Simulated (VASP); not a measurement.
These are r2SCAN meta-GGA, VASP's PBE PAW potentials (set 64) (plane waves; VASP 6.6.1) values and carry that method's errors.

VASP ran on this input.

**POSCAR**
```
B6As
3.9660
  0.7734991460   0.4465799117   0.9999999344
 -0.7734991460   0.4465799117   0.9999999344
  0.0000000000  -0.8931598234   0.9999999344
B As
12 2
Cartesian
 -0.0000000000  -0.2766378658   0.3552891235
  0.0000000000   0.2766378657   2.6447106797
  0.2395754347   0.1383189329   0.3552891235
 -0.2395754347  -0.1383189329   2.6447106797
 -0.2395754347   0.1383189329   0.3552891235
  0.2395754347  -0.1383189329   2.6447106797
  0.4247665037  -0.2452390397   1.9161696321
 -0.4247665037   0.2452390396   1.0838301711
 -0.0000000000   0.4904780793   1.9161696321
  0.0000000000  -0.4904780793   1.0838301711
 -0.4247665037  -0.2452390397   1.9161696321
  0.4247665037   0.2452390396   1.0838301711
  0.0000000000  -0.0000000000   1.8013181703
 -0.0000000000  -0.0000000000   1.1986816329
```

**INCAR**
```
ALGO = Normal
EDIFF = 1E-7
ENCUT = 520
ISIF = 2
ISMEAR = -5
LASPH = .True.
LCHARG = .False.
LEFG = .True.
LMAXMIX = 4
LMIXTAU = .True.
LORBIT = 11
LREAL = Auto
LWAVE = .False.
METAGGA = R2SCAN
NEDOS = 601
NELM = 100
PREC = Accurate
SYSTEM = B6As
```

KPOINTS_OPT:
```
k-points along high-symmetry lines
8
Line-mode
Reciprocal
  0.000000   0.000000   0.000000 ! GAMMA
  0.500000   0.500000   0.500000 ! T

  0.500000   0.500000   0.500000 ! T
  0.700244   0.299756   0.500000 ! H_2

  0.500000  -0.299756   0.299756 ! H_0
  0.500000   0.000000   0.000000 ! L

  0.500000   0.000000   0.000000 ! L
  0.000000   0.000000   0.000000 ! GAMMA

  0.000000   0.000000   0.000000 ! GAMMA
  0.399878  -0.399878   0.000000 ! S_0

  0.600122   0.000000   0.399878 ! S_2
  0.500000   0.000000   0.500000 ! F

  0.500000   0.000000   0.500000 ! F
  0.000000   0.000000   0.000000 ! GAMMA
```

File KPOINTS:
```
Automatic mesh
0
Gamma
  5 5 5
0 0 0
```

POTCAR, in this order: B As (PBE.64 set). Program: vasp_std.

The run wrote:

OSZICAR:
```
       N       E                     dE             d eps       ncg     rms          rms(c)
DAV:   1     0.111143913547E+03    0.11114E+03   -0.21578E+04  1178   0.137E+03
DAV:   2    -0.123265054256E+03   -0.23441E+03   -0.22410E+03  1518   0.246E+02
DAV:   3    -0.133544078914E+03   -0.10279E+02   -0.10177E+02  1461   0.510E+01
DAV:   4    -0.133681900057E+03   -0.13782E+00   -0.13758E+00  1588   0.608E+00
DAV:   5    -0.133683092452E+03   -0.11924E-02   -0.11921E-02  1520   0.555E-01    0.131E+01
DAV:   6    -0.120871944106E+03    0.12811E+02   -0.11080E+01  1383   0.182E+01    0.775E+00
DAV:   7    -0.119910795185E+03    0.96115E+00   -0.38571E+00  1573   0.106E+01    0.289E+00
DAV:   8    -0.122362128974E+03   -0.24513E+01   -0.24109E+00  1283   0.871E+00    0.137E+00
DAV:   9    -0.120449449900E+03    0.19127E+01   -0.55568E-01  1297   0.502E+00    0.966E-01
DAV:  10    -0.120490545516E+03   -0.41096E-01   -0.60106E-02  1438   0.176E+00    0.259E-01
DAV:  11    -0.120462840429E+03    0.27705E-01   -0.39247E-02  1360   0.156E+00    0.560E-02
DAV:  12    -0.120473629336E+03   -0.10789E-01   -0.78072E-03  1339   0.753E-01    0.429E-02
DAV:  13    -0.120472794551E+03    0.83479E-03   -0.70121E-04  1453   0.213E-01    0.178E-02
DAV:  14    -0.120473289808E+03   -0.49526E-03   -0.46069E-04  1353   0.195E-01    0.133E-02
DAV:  15    -0.120473126140E+03    0.16367E-03   -0.87473E-05  1388   0.890E-02    0.491E-03
DAV:  16    -0.120473146019E+03   -0.19879E-04   -0.18810E-05  1412   0.345E-02    0.325E-03
DAV:  17    -0.120473151942E+03   -0.59228E-05   -0.25226E-06  1424   0.141E-02    0.103E-03
DAV:  18    -0.120473152579E+03   -0.63704E-06   -0.10979E-06  1381   0.716E-03    0.415E-04
DAV:  19    -0.120473152783E+03   -0.20415E-06   -0.63965E-08   897   0.193E-03    0.178E-04
DAV:  20    -0.120473152717E+03    0.65749E-07   -0.16761E-08   848   0.971E-04
   1 F= -.12047315E+03 E0= -.12047315E+03  d E =0.000000E+00
       N       E                     dE             ncg
       N       E                     dE             ncg
       N       E                     dE             ncg
```

OUTCAR:
```
------------------------ aborting loop because EDIFF is reached ----------------------------------------
  FORCE on cell =-STRESS in cart. coord.  units (eV):
  Direction    XX          YY          ZZ          XY          YZ          ZX
  --------------------------------------------------------------------------------------
  Total        0.0198225      0.0198225     -0.0231705      0.0000000      0.0000000     -0.0000000
  in kB        0.2456414      0.2456414     -0.2871289      0.0000000      0.0000000     -0.0000000
  external PRESSURE =       0.0680513 kB  Pullay stress =       0.0000000 kB
  volume of cell :      129.29
      direct lattice vectors                 reciprocal lattice vectors
     3.067697613  1.771135930  3.965999740     0.162988685  0.094101567  0.084047745
    -3.067697613  1.771135930  3.965999740    -0.162988685  0.094101567  0.084047745
     0.000000000 -3.542271860  3.965999740     0.000000000 -0.188203134  0.084047745
 POSITION                                       TOTAL-FORCE (eV/Angst)
 -----------------------------------------------------------------------------------
      0.00000     -1.09715      1.40908         0.000000     -0.008321     -0.001429
      0.00000      1.09715     10.48892         0.000000      0.008321      0.001429
      0.95016      0.54857      1.40908         0.007206      0.004161     -0.001429
     -0.95016     -0.54857     10.48892        -0.007206     -0.004161      0.001429
     -0.95016      0.54857      1.40908        -0.007206      0.004161     -0.001429
      0.95016     -0.54857     10.48892         0.007206     -0.004161      0.001429
      1.68462     -0.97262      7.59953        -0.000427      0.000247      0.004499
     -1.68462      0.97262      4.29847         0.000427     -0.000247     -0.004499
      0.00000      1.94524      7.59953         0.000000     -0.000493      0.004499
      0.00000     -1.94524      4.29847         0.000000      0.000493     -0.004499
     -1.68462     -0.97262      7.59953         0.000427      0.000247      0.004499
      1.68462      0.97262      4.29847        -0.000427     -0.000247     -0.004499
      0.00000     -0.00000      7.14403         0.000000     -0.000000      0.004705
      0.00000     -0.00000      4.75397         0.000000      0.000000     -0.004705
 -----------------------------------------------------------------------------------
    total drift:                               -0.000000     -0.000000      0.000000
  FREE ENERGIE OF THE ION-ELECTRON SYSTEM (eV)
  ---------------------------------------------------
  free  energy   TOTEN  =      -120.4731527174 eV

  energy  without entropy=     -120.4731527174  energy(sigma->0) =     -120.47315272

 total charge

# of ion       s       p       d       tot
------------------------------------------
    1        0.684   1.270   0.000   1.954
    2        0.684   1.270   0.000   1.954
    3        0.684   1.270   0.000   1.954
    4        0.684   1.270   0.000   1.954
    5        0.684   1.270   0.000   1.954
    6        0.684   1.270   0.000   1.954
    7        0.698   1.386   0.000   2.084
    8        0.698   1.386   0.000   2.084
    9        0.698   1.386   0.000   2.084
   10        0.698   1.386   0.000   2.084
   11        0.698   1.386   0.000   2.084
   12        0.698   1.386   0.000   2.084
   13        1.180   1.732   0.088   2.999
   14        1.180   1.732   0.088   2.999
--------------------------------------------------
tot         10.652  19.395   0.175  30.223

 Electric field gradients after diagonalization (V/A^2)
 (convention: |V_zz| > |V_xx| > |V_yy|)
----------------------------------------------------------------------
 ion       V_xx      V_yy      V_zz     asymmetry (V_yy - V_xx)/ V_zz
----------------------------------------------------------------------
   1       9.247     5.632   -14.879       0.243
   2       9.247     5.632   -14.879       0.243
   3       9.247     5.632   -14.879       0.243
   4       9.247     5.632   -14.879       0.243
   5       9.247     5.632   -14.879       0.243
   6       9.247     5.632   -14.879       0.243
   7      -2.502    -0.177     2.680       0.868
   8      -2.502    -0.177     2.680       0.868
   9      -2.502    -0.177     2.680       0.868
  10      -2.502    -0.177     2.680       0.868
  11      -2.502    -0.177     2.680       0.868
  12      -2.502    -0.177     2.680       0.868
  13     -94.290   -94.290   188.581       0.000
  14     -94.290   -94.290   188.581       0.000
```
(Selected blocks of OUTCAR.)

The structure comes from a computed database's B6As entry (R-3m); how it stands against other phases isn't given here. It was relaxed first.
